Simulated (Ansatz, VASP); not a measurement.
# Cross-check of Al3GaN4 between VASP and Ansatz, part 2 of 2

Wanted: the spread between two codes on one cell, functional and k mesh. The cell is taken from a series of runs on this material, whose earlier steps may have relaxed, scaled, displaced or heated it; both programs get it as it stands.

VASP 6.6.1 and Ansatz 0.2.0.

So far: The starting structure; VASP: relaxation of cell and atoms, r2SCAN.

## Step 3: Ansatz: relaxation of cell and atoms, r2SCAN

Level of this step: Ansatz beside VASP: Kohn-Sham DFT, plane waves, r2SCAN (Ansatz).

Ansatz runs on its PAW soft_1 files.

The same cell, functional, mesh and smearing now go to Ansatz.

Contents of input.yaml:

```yaml
crystal:
  lattice:
    - [6.23844939, 0.0, 0.0]
    - [-3.1192247, 5.40265566, 0.0]
    - [0.0, 0.0, 5.07155223]
  atoms:
    - { symbol: Ga, position: [0.66666667, 0.83333333, 0.0] }
    - { symbol: Ga, position: [0.83333333, 0.66666667, 0.5] }
    - { symbol: Al, position: [0.16666667, 0.33333333, 0.0] }
    - { symbol: Al, position: [0.33333333, 0.16666667, 0.5] }
    - { symbol: Al, position: [0.16666667, 0.83333333, 0.0] }
    - { symbol: Al, position: [0.33333333, 0.66666667, 0.5] }
    - { symbol: Al, position: [0.66666667, 0.33333333, 0.0] }
    - { symbol: Al, position: [0.83333333, 0.16666667, 0.5] }
    - { symbol: "N", position: [0.33333333, 0.16666667, 0.12390721] }
    - { symbol: "N", position: [0.16666667, 0.33333333, 0.62390721] }
    - { symbol: "N", position: [0.33333333, 0.66666667, 0.12390721] }
    - { symbol: "N", position: [0.16666667, 0.83333333, 0.62390721] }
    - { symbol: "N", position: [0.83333333, 0.16666667, 0.12390721] }
    - { symbol: "N", position: [0.66666667, 0.33333333, 0.62390721] }
    - { symbol: "N", position: [0.83333333, 0.66666667, 0.12390721] }
    - { symbol: "N", position: [0.66666667, 0.83333333, 0.62390721] }
kpoints:
  mp_grid: { grid: [5, 5, 5] }
scf:
  occupations: { method: fermi_dirac, width: 0.02 }
hamiltonian:
  xc: r2scan
  pseudopotentials: { kind: paw, azcp: { folder: soft_1 } }
basis:
  ecutwfc: 600
output:
  forces: true
  stress: true
relax:
  f_tol: 0.005
  max_steps: 70
  cell: { stress_tol: 0.02, p_target: 0 }
```

On the command line:

```console
ansatz run input.yaml --threads 4 --pin off --max-ram 10240MiB --backend cpu --events-out ev --progress --plain --runs-dir out
```

Numbers of over 12 decimals in the logs are rounded to 6 here.

The log of the run:

```text
Engine: ansatz 0.2.0, aarch64-unknown-linux-gnu
Pseudopotentials: kind: paw
Pseudopotential: Ga, paw, valence charge 13, recommended cutoff 500 eV (meta_gga), soft_1/Ga.paw.azcp
Pseudopotential: Al, paw, valence charge 3, recommended cutoff 500 eV (meta_gga), soft_1/Al.paw.azcp
Pseudopotential: N, paw, valence charge 5, recommended cutoff 500 eV (meta_gga), soft_1/N.paw.azcp
Functional definition: r2SCAN
  parameter k0 = 0.174
  parameter k1 = 0.065
  parameter a1 = 4.9479
  exchange = r2scan_x(k0 = k0, k1 = k1, a1 = a1)
  correlation = r2scan_c
Crystal: 16 atoms, lattice volume = 170.933 Å³
Basis set: ecut = 600 eV, 5661 PW (Γ), exchange–correlation on 200×200×180 points (64 copies of the dense FFT grid, shifted against one another)
Bands: 58, of which v1, the nominal top of the filled ones, is band 42 counted from 1 (41 counted from 0)
Symmetry: 4 space group operations
Space group: Cmc21 (ITA 36), of the structure as read, at distance tolerance 5.5e-5 Å
k-points: 27 of 125 (time reversal used)
Non-local potential: Ga, projectors of the file, l = 0: 2, l = 1: 2, l = 2: 3, l = 3: 1
Non-local potential: Al, projectors of the file, l = 0: 2, l = 1: 2, l = 2: 1
Non-local potential: N, projectors of the file, l = 0: 2, l = 1: 2, l = 2: 1
PAW form: soft (Blöchl's): semilocal exchange-correlation on the pseudo side does not see the compensation charge
PAW frozen core: Ga, regenerated for the run's functional (the file was generated under x = pbe(κ = 0.804, μ = 0.219515), c = pbe(β = 0.066725))
PAW frozen core: Al, regenerated for the run's functional (the file was generated under x = pbe(κ = 0.804, μ = 0.219515), c = pbe(β = 0.066725))
PAW frozen core: N, regenerated for the run's functional (the file was generated under x = pbe(κ = 0.804, μ = 0.219515), c = pbe(β = 0.066725))
PAW one-centre angular grid: Ga, 590 points (default); XC on 160 Gauss nodes
PAW one-centre angular grid: Al, 302 points (default); XC on 160 Gauss nodes
PAW one-centre angular grid: N, 302 points (default); XC on 160 Gauss nodes
Initial density: superposition of atomic densities (chi_scale 0.1, normalization cell, long waves kept (reshape's long-wave potential 0.14 eV rms))
Initial wavefunctions: pseudopotential atomic-orbital guess
Functional: x = r2scan, c = r2scan; τ floored in thin density (d = 2e-4 eV/Å³)
SCF iter   1: F=—  HF=-13930.591657 eV  |F-HF|=—  |Δ(HF+E_count)|=         —  Δρ=1.32e-1  dr2=3.20e1  dr2_τ=3.61e0  ethr=3.10e-3  ⟨swp⟩=6.0  Hψ=6148  notcnv=0  defer=104
preconditioner: auto → Resta (q_TF=auto, 2.424 Å⁻¹)  ε∞=3.4  [insulator: Δε(μ)=4.907 eV  Ē_g=16.887 eV  σ=0.020 eV  W_gap=1.00  n_scr=44 (ndim 8)  ℏωp=26.0 eV  f_vac=0.000  D(μ)=0.00/eV (n_scr^D=0)  ε∞_Penn≈3.4]
SCF iter   2: F=—  HF=-13922.890598 eV  |F-HF|=—  |Δ(HF+E_count)|=    7.70e0  Δρ=5.01e-2  dr2=2.88e0  dr2_τ=6.18e-1  ethr=3.10e-3  ⟨swp⟩=3.0  Hψ=3298  notcnv=0  defer=255
SCF iter   3: F=—  HF=-13923.463567 eV  |F-HF|=—  |Δ(HF+E_count)|=   5.73e-1  Δρ=2.27e-2  dr2=6.25e-1  dr2_τ=3.40e-2  ethr=3.10e-3  ⟨swp⟩=3.0  Hψ=2110  notcnv=0  defer=39
automatic band count: iteration 3 solves 50 bands in place of 58: the levels show a gap, and the empty bands left out lie too high to hold charge; the band table lists the bands solved (type scf.n_extra_bands for more)
SCF iter   4: F=—  HF=-13923.477708 eV  |F-HF|=—  |Δ(HF+E_count)|=   1.41e-2  Δρ=3.78e-3  dr2=1.12e-2  dr2_τ=8.68e-4  ethr=7.45e-4  ⟨swp⟩=3.3  Hψ=2633  notcnv=0  defer=39
SCF iter   5: F=—  HF=-13923.481425 eV  |F-HF|=—  |Δ(HF+E_count)|=   3.72e-3  Δρ=1.12e-3  dr2=1.94e-3  dr2_τ=1.89e-4  ethr=1.34e-5  ⟨swp⟩=2.7  Hψ=2665  notcnv=0  defer=39
SCF iter   6: F=—  HF=-13923.480218 eV  |F-HF|=—  |Δ(HF+E_count)|=   1.21e-3  Δρ=3.78e-4  dr2=3.08e-4  dr2_τ=1.71e-5  ethr=2.31e-6  ⟨swp⟩=2.0  Hψ=2609  notcnv=0  defer=39
SCF iter   7: F=—  HF=-13923.480177 eV  |F-HF|=—  |Δ(HF+E_count)|=   4.16e-5  Δρ=8.36e-5  dr2=7.58e-6  dr2_τ=6.36e-7  ethr=3.66e-7  ⟨swp⟩=2.0  Hψ=2343  notcnv=0  defer=39
SCF iter   8: F=—  HF=-13923.480146 eV  |F-HF|=—  |Δ(HF+E_count)|=   3.03e-5  Δρ=4.17e-5  dr2=2.77e-6  dr2_τ=4.03e-7  ethr=9.02e-9  ⟨swp⟩=2.0  Hψ=2481  notcnv=0  defer=39
SCF iter   9: F=—  HF=-13923.480146 eV  |F-HF|=—  |Δ(HF+E_count)|=   8.79e-7  Δρ=9.77e-6  dr2=2.01e-7  dr2_τ=7.86e-9  ethr=3.30e-9  ⟨swp⟩=2.0  Hψ=2444  notcnv=0  defer=39
SCF iter  10: F=-13923.480146 eV  HF=-13923.480146 eV  |F-HF|=4.84e-9  |Δ(HF+E_count)|=   3.32e-8  Δρ=2.46e-6  dr2=9.21e-9  dr2_τ=3.45e-10  ethr=1.19e-10  ⟨swp⟩=4.0  Hψ=4491  notcnv=0
SCF 1 converged in 10 iterations: F = -13923.480146 eV  dr2 = 9.21e-9
  greatest PAW one-centre occupation: 0.994 electrons in one spin orbital (limit 2), on the Ga atom at site 0 (counted from 0), in its partial waves of l = 2
[...]
automatic band count: iteration 1 solves 48 bands in place of 58: the levels show a gap, and the empty bands left out lie too high to hold charge; the band table lists the bands solved (type scf.n_extra_bands for more)
preconditioner: auto → Resta (q_TF=auto, 2.425 Å⁻¹)  ε∞=4.5  [insulator: Δε(μ)=4.166 eV  Ē_g=14.025 eV  σ=0.020 eV  W_gap=1.00  n_scr=44 (ndim 8)  ℏωp=26.1 eV  f_vac=0.000  D(μ)=0.00/eV (n_scr^D=0)  ε∞_Penn≈4.5]
SCF iter   2: F=—  HF=-13923.663885 eV  |F-HF|=—  |Δ(HF+E_count)|=   7.01e-6  Δρ=1.85e-4  dr2=6.44e-5  dr2_τ=1.17e-6  ethr=2.21e-7  ⟨swp⟩=2.0  Hψ=1921  notcnv=0
SCF iter   3: F=—  HF=-13923.663870 eV  |F-HF|=—  |Δ(HF+E_count)|=   1.42e-5  Δρ=4.20e-5  dr2=2.42e-6  dr2_τ=4.85e-7  ethr=7.66e-8  ⟨swp⟩=2.0  Hψ=2372  notcnv=0
SCF iter   4: F=—  HF=-13923.663871 eV  |F-HF|=—  |Δ(HF+E_count)|=   2.84e-7  Δρ=2.03e-5  dr2=4.11e-7  dr2_τ=2.53e-8  ethr=4.59e-10  ⟨swp⟩=4.4  Hψ=4831  notcnv=0
SCF iter   5: F=-13923.663871 eV  HF=-13923.663871 eV  |F-HF|=3.40e-8  |Δ(HF+E_count)|=   1.31e-7  Δρ=6.76e-6  dr2=6.86e-8  dr2_τ=4.26e-9  ethr=4.59e-10  ⟨swp⟩=4.0  Hψ=4754  notcnv=0
SCF 4 converged in 5 iterations: F = -13923.663871 eV  dr2 = 6.86e-8
  greatest PAW one-centre occupation: 0.994 electrons in one spin orbital (limit 2), on the Ga atom at site 1 (counted from 0), in its partial waves of l = 2
relax step   4: F+E_penalty+E_count = -13923.66387074 eV  Δ(F+E_penalty+E_count) = -5.313e-4 eV  max|allowed force component| = 2.617e-2 eV/Å  Δτ_max = 0.0043 Å  P = -0.012 GPa  Ω = 170.307 Å³  energy of the carried Pulay correction = +1.629e-4 eV  (5 SCF iters, dr2 threshold 3.86e-7 eV, accepted)
[...]
relax step   5: F+E_penalty+E_count = -13923.66394622 eV  Δ(F+E_penalty+E_count) = -7.548e-5 eV  max|allowed force component| = 2.625e-3 eV/Å  Δτ_max = 0.0018 Å  P = +0.004 GPa  Ω = 170.293 Å³  energy of the carried Pulay correction = +1.665e-4 eV  (5 SCF iters, dr2 threshold 4.28e-8 eV, accepted)
[...]
relax step   6: F+E_penalty+E_count = -13923.66379077 eV  Δ(F+E_penalty+E_count) = +1.555e-4 eV  max|allowed force component| = 2.389e-3 eV/Å  Δτ_max = 0.0000 Å  P = +0.004 GPa  Ω = 170.293 Å³  stress off target by 9.84e-3 GPa  SCF on the basis re-selected at this cell (its energy is not comparable with the rows above)  (5 SCF iters)
basis re-selected at this cell: Δ(F+E_penalty+E_count) = +1.555e-4 eV, ΔP = -0.001 GPa vs the last step (what re-selecting the basis moved, of the pressure what is left beyond the Pulay correction that the steps carried, after the strain that the cell walked since its last selection, with what the two solves' SCF thresholds leave and, on support functions, any second-order correction that the steps lacked; it is no m [...]
SCF converged after 5 iterations
Free energy (F): -13923.663791 eV
Harris-Foulkes:  -13923.663791 eV  (|F-HF|=1.09e-11)
Internal energy: -13923.663791 eV  (E = F + TS)
E sigma→0 (E₀):  -13923.663791 eV
Fermi energy:    9.629058 eV
--- Per-component energies (eV) ---
  E_band       = 13.108179
  E_kinetic    = 1428.298264
  E_local      = -5193.979117  (includes V_loc(G=0)·N_el)
  E_nonlocal   = 155.796858
  E_hartree    = 2805.651094
  E_xc         = -809.718595
  E_vxc        = -987.697440  (∫ρ·V_xc dr)
  E_paw        = -7913.625332  (= ΣΔE_a)
  E_vpaw       = -1053.622265  (= ΣTr[D̂ρ^β])
  E_aug_tail   = 0.000120  (compensation charges beyond the density's cutoff)
  E_vtau       = 53.009687  (kinetic-family band-sum trace: ∫τ·v_τ [+ j·A + Jᵃ·Aᵃ] dr)
  E_ewald      = -4394.183785
  E_core_change = -1.903298  (= ΣΔE_core)
  E_smearing   = -0.000000  (= −TS)
  E_closure    = -0.000000  (closes the sum)
  Σ components = -13923.663791   (vs F -13923.663791, Δ=0.00e0)
--- Forces (eV/Å), atoms counted from 1 ---
  atom   1  Ga    -0.00226412     0.00130719    -0.00238283
  atom   2  Ga     0.00226412    -0.00130719    -0.00238283
  atom   3  Al     0.00020005    -0.00011550    -0.00023393
  atom   4  Al    -0.00020005     0.00011550    -0.00023393
  atom   5  Al     0.00027169     0.00015113     0.00015132
  atom   6  Al    -0.00027169    -0.00015113     0.00015132
  atom   7  Al     0.00000496    -0.00031085     0.00015132
  atom   8  Al    -0.00000496     0.00031085     0.00015132
  atom   9  N     -0.00048726     0.00028132     0.00102695
  atom  10  N      0.00048726    -0.00028132     0.00102695
  atom  11  N      0.00026820     0.00001768     0.00071885
  atom  12  N     -0.00026820    -0.00001768     0.00071885
  atom  13  N      0.00011879    -0.00024111     0.00071885
  atom  14  N     -0.00011879     0.00024111     0.00071885
  atom  15  N      0.00033823    -0.00019528    -0.00010428
  atom  16  N     -0.00033823     0.00019528    -0.00010428
  max |Σ_I F_I| component: 9.25e-5 eV/Å
--- Stress (GPa, compression-positive) ---
        0.007115      -0.004717       0.000000
       -0.004717       0.001669      -0.000000
        0.000000      -0.000000       0.002347
  P = ⅓ Tr σ = 0.0037 GPa (0.037 kbar)
--- Relaxed structure (5 steps of the walk, 5 accepted, 1 SCFs on fresh bases) ---
  F+E_penalty+E_count = -13923.66379077 eV   max|allowed force component| = 2.389e-3 eV/Å   (the final SCF, on the basis selected at the relaxed cell)
  cell:  # Å, volume = 170.2926 Å³
    - [6.247566, 0.00140823, 6.007775526670055e-18]
    - [-3.122563, 5.411255, -2.975035933164446e-18]
    - [4.884025731664719e-18, 0, 5.036519]
  atoms:
    - { symbol: Ga, position: [0.665722, 0.834278, 0.00116463] }
    - { symbol: Ga, position: [0.834278, 0.665722, 0.501165] }
    - { symbol: Al, position: [0.166843, 0.333157, 0.00245496] }
    - { symbol: Al, position: [0.333157, 0.166843, 0.502455] }
    - { symbol: Al, position: [0.168589, 0.834719, 0.00198875] }
    - { symbol: Al, position: [0.331411, 0.665281, 0.501989] }
    - { symbol: Al, position: [0.665281, 0.331411, 0.00198875] }
    - { symbol: Al, position: [0.834719, 0.168589, 0.501989] }
    - { symbol: N, position: [0.333121, 0.166879, 0.123518] }
    - { symbol: N, position: [0.166879, 0.333121, 0.623518] }
    - { symbol: N, position: [0.325537, 0.662493, 0.125523] }
    - { symbol: N, position: [0.174463, 0.837507, 0.625523] }
    - { symbol: N, position: [0.837507, 0.174463, 0.125523] }
    - { symbol: N, position: [0.662493, 0.325537, 0.625523] }
    - { symbol: N, position: [0.836893, 0.663107, 0.113467] }
    - { symbol: N, position: [0.663107, 0.836893, 0.613467] }
```

## Step 4: Differences

Known differences besides the potentials themselves: VASP keeps PBE cores, Ansatz makes them for the functional; the cutoff is 600 eV in Ansatz and 660 eV in VASP; Ansatz adds a Pulay correction to the stress that steers its cell, VASP none. Total energies have different zeros and are not compared.

Both answers:

| quantity | Ansatz | VASP | difference |
| --- | --- | --- | --- |
| volume (Å³) | 170.29 | 170.34 | -0.03 % |
| edge a after relaxation, in the typed setting (Å) | 6.248 | 6.248 | -0.01 % |
| edge c after relaxation, in the typed setting (Å) | 5.037 | 5.037 | +0.00 % |

## Step 5: What came out

```yaml
difference_in_volume_relaxation_of_cell_and_atoms_r2scan: -0.026 %
```

What this shows: The difference in volume is -0.026 % (relaxation of cell and atoms, r2SCAN), within the 1.2 % picked in this series as the mark of a large difference, as far as the stopping tolerances let one tell. Such differences can come from data sets, numerical settings and the points named under the comparisons, not from the functional's error against experiment.

[Lines on the potential files, build, host, timing and source positions are cut from VASP's logs without a mark.]

[Logs are printed without paths, hosts, clocks, repeated set-up lines and the standing remarks that a program may print on its own settings, such as how far it seeks lower states.]

[Hosts, paths, dates, database ids (printed as entryN), source tags and the programs' standing remarks are cut or masked in the printed files.]
